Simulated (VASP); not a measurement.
```
KBr
1.0
    0.00000     3.27888     3.27888
    3.27888     0.00000     3.27888
    3.27888     3.27888     0.00000
K Br
1 1
Direct
  0.00000   0.00000   0.00000
  0.50000   0.50000   0.50000
```

These are PBEsol GGA, VASP's PBE PAW potentials (set 64) (plane waves; VASP) values and carry that method's errors. Settings: PREC = Normal, EDIFF = 1E-5, 400 eV cut-off, 8×8×8 Γ-centred mesh, Gaussian smearing of 0.050 eV, potentials K_sv Br.

What does the run give for the energy per atom (σ→0), band gap (on the k-mesh) with the smallest direct gap where there is one?

```json
{
 "band gap (on the k-mesh)": "4.33 eV",
 "smallest direct gap (on the k-mesh)": "4.33 eV",
 "energy per atom (σ→0)": "-3.230 eV/atom"
}
```

Total energies compare only between runs with the same potentials, cut-off and functional.

The compound is KBr in the rock salt structure. It was relaxed first.
